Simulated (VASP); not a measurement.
OSZICAR of a VASP run on CsPbBr3 (cubic perovskite):

File OSZICAR:
```
       N       E                     dE             d eps       ncg     rms          rms(c)
DAV:   1     0.401458876758E+03    0.40146E+03   -0.17829E+04   520   0.143E+03
DAV:   2     0.384342169939E+02   -0.36302E+03   -0.35326E+03   596   0.328E+02
DAV:   3    -0.117352555902E+02   -0.50169E+02   -0.49679E+02   632   0.128E+02
DAV:   4    -0.137612088937E+02   -0.20260E+01   -0.20190E+01   632   0.310E+01
DAV:   5    -0.138187912594E+02   -0.57582E-01   -0.57513E-01   644   0.489E+00    0.625E+00
DAV:   6     0.184610722656E+00    0.14003E+02   -0.28513E+01   538   0.835E+01    0.356E+00
DAV:   7     0.564211504608E+01    0.54575E+01   -0.31038E+00   524   0.186E+01    0.231E+00
DAV:   8     0.201227009075E+01   -0.36298E+01   -0.35717E+00   520   0.160E+01    0.109E+00
DAV:   9     0.655323044744E+01    0.45410E+01   -0.19074E+00   520   0.123E+01    0.393E-01
DAV:  10     0.658896844172E+01    0.35738E-01   -0.14600E-01   540   0.458E+00    0.476E-01
DAV:  11     0.653824000662E+01   -0.50728E-01   -0.89851E-02   548   0.370E+00    0.161E-01
DAV:  12     0.653273855490E+01   -0.55015E-02   -0.25029E-02   672   0.164E+00    0.194E-01
DAV:  13     0.653125658628E+01   -0.14820E-02   -0.46273E-03   664   0.923E-01    0.683E-02
DAV:  14     0.653005410460E+01   -0.12025E-02   -0.68827E-03   532   0.939E-01    0.361E-02
DAV:  15     0.652925414034E+01   -0.79996E-03   -0.25595E-03   530   0.512E-01    0.205E-02
DAV:  16     0.652886540841E+01   -0.38873E-03   -0.41357E-04   532   0.199E-01    0.166E-02
DAV:  17     0.652884061026E+01   -0.24798E-04   -0.46211E-05   694   0.852E-02    0.354E-03
DAV:  18     0.652884761223E+01    0.70020E-05   -0.47754E-06   586   0.220E-02    0.290E-03
DAV:  19     0.652883327013E+01   -0.14342E-04   -0.57042E-06   564   0.248E-02    0.170E-03
DAV:  20     0.652883179818E+01   -0.14720E-05   -0.81649E-07   550   0.913E-03    0.130E-03
DAV:  21     0.652883217901E+01    0.38083E-06   -0.25492E-07   484   0.683E-03    0.525E-04
DAV:  22     0.652883210256E+01   -0.76449E-07   -0.93975E-08   384   0.309E-03
   1 F= 0.65288321E+01 E0= 0.65288321E+01  d E =0.000000E+00
       N       E                     dE             ncg
       N       E                     dE             ncg
       N       E                     dE             ncg
       N       E                     dE             ncg
       N       E                     dE             ncg
       N       E                     dE             ncg
```

Problem. Which electronic solver shows in the log?

Solution. It is blocked Davidson (ALGO = Normal, or the opening steps of other solvers). The INCAR had ALGO = Normal.

Problem. Can the final energy be trusted as converged?

Solution. The calculation finished and met its thresholds. It stopped with EDIFF = 1E-7, NELM = 100 (MS2 meta-GGA, plane waves, VASP's PBE PAW potentials (set 64)).

The compound is CsPbBr3 in the cubic perovskite structure, the ideal cubic form; the compound distorts at low or room temperature. It was relaxed first.
